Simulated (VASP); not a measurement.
These are PBE GGA, VASP's PBE PAW potentials (set 64) (plane waves; VASP) values and carry that method's errors.

A VASP calculation is set up with these files.

### INCAR
```
ALGO=Normal
EDIFF=1E-6
ENCUT=400
GGA=PE
ISIF=2
ISMEAR=1
LASPH=T
LCHARG=F
LREAL=F
LWAVE=F
NELM=100
PREC=Accurate
SIGMA=0.1
SYSTEM=Al
```

### KPOINTS
```
Automatic
0
Gamma
 14 14 14
0 0 0
```

POSCAR:
```
Al
1
    0.0000000000     2.0655000000     2.0655000000
    2.0655000000     0.0000000000     2.0655000000
    2.0655000000     2.0655000000     0.0000000000
Al
1
Direct
  0.0000000000   0.0000000000   0.0000000000
```

POTCAR, in this order: Al (PBE.64 set). Program: vasp_std.

What VASP printed:

OSZICAR:
```
       N       E                     dE             d eps       ncg     rms          rms(c)
DAV:   1    -0.211951126437E+01   -0.21195E+01   -0.69645E+02  1165   0.245E+02
DAV:   2    -0.372933289216E+01   -0.16098E+01   -0.14437E+01  1385   0.253E+01
DAV:   3    -0.374115377656E+01   -0.11821E-01   -0.11738E-01  1380   0.262E+00
DAV:   4    -0.374118949229E+01   -0.35716E-04   -0.35712E-04  1405   0.141E-01
DAV:   5    -0.374118968504E+01   -0.19275E-06   -0.19360E-06  1415   0.877E-03    0.120E+00
DAV:   6    -0.372848591651E+01    0.12704E-01   -0.20511E-03  1285   0.335E-01    0.701E-01
DAV:   7    -0.371926167634E+01    0.92242E-02   -0.60572E-03  1205   0.538E-01    0.136E-01
DAV:   8    -0.371925543249E+01    0.62439E-05   -0.27592E-05  1310   0.552E-02    0.875E-03
DAV:   9    -0.371925412745E+01    0.13050E-05   -0.11834E-06  1260   0.704E-03    0.133E-03
DAV:  10    -0.371925365337E+01    0.47408E-06   -0.80338E-09   705   0.886E-04
   1 F= -.37192537E+01 E0= -.37191291E+01  d E =-.373545E-03
```

### OUTCAR
```
------------------------ aborting loop because EDIFF is reached ----------------------------------------
  FORCE on cell =-STRESS in cart. coord.  units (eV):
  Direction    XX          YY          ZZ          XY          YZ          ZX
  --------------------------------------------------------------------------------------
  Total       -0.5079851     -0.5079851     -0.5079851     -0.0000000     -0.0000000      0.0000000
  in kB      -46.1802128    -46.1802128    -46.1802128     -0.0000000     -0.0000000      0.0000000
  external PRESSURE =     -46.1802128 kB  Pullay stress =       0.0000000 kB
  volume of cell :       17.62
      direct lattice vectors                 reciprocal lattice vectors
     0.000000000  2.065500000  2.065500000    -0.242072137  0.242072137  0.242072137
     2.065500000  0.000000000  2.065500000     0.242072137 -0.242072137  0.242072137
     2.065500000  2.065500000  0.000000000     0.242072137  0.242072137 -0.242072137
 POSITION                                       TOTAL-FORCE (eV/Angst)
 -----------------------------------------------------------------------------------
      0.00000      0.00000      0.00000         0.000000      0.000000      0.000000
 -----------------------------------------------------------------------------------
    total drift:                                0.000000      0.000000     -0.000000
  FREE ENERGIE OF THE ION-ELECTRON SYSTEM (eV)
  ---------------------------------------------------
  free  energy   TOTEN  =        -3.7192536534 eV

  energy  without entropy=       -3.7188801086  energy(sigma->0) =       -3.71912914
```
(Selected blocks of OUTCAR.)

The compound is Al in the fcc structure. The cell was not relaxed at this level.
